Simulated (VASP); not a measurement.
Here is the system:

```yaml
crystal:
  lattice:
    - [3.13057, 0.00000, 0.00000]
    - [-1.56528, 2.71115, 0.00000]
    - [0.00000, 0.00000, 12.16830]
  atoms:
    - { symbol: W, position: [0.33333, 0.66667, 0.25000] }
    - { symbol: W, position: [0.66667, 0.33333, 0.75000] }
    - { symbol: S, position: [0.33333, 0.66667, 0.62155] }
    - { symbol: S, position: [0.66667, 0.33333, 0.37845] }
    - { symbol: S, position: [0.66667, 0.33333, 0.12155] }
    - { symbol: S, position: [0.33333, 0.66667, 0.87845] }
```

Level of theory: LDA (Ceperley-Alder, Perdew-Zunger), VASP's LDA PAW potentials (set 64) (plane waves; VASP). Run with 400 eV cut-off, 9×9×2 Γ-centred mesh, tetrahedra with Blöchl corrections, potentials W_sv S.

Predict the energy per atom (σ→0).

```yaml
energy per atom (σ→0): -8.754 eV/atom
```

Only differences to runs with the same potentials and settings are physical.

The structure comes from a computed database's WS2 entry (P6_3/mmc); how it stands against other phases isn't given here. It was relaxed first, which changed the volume by -9 %.
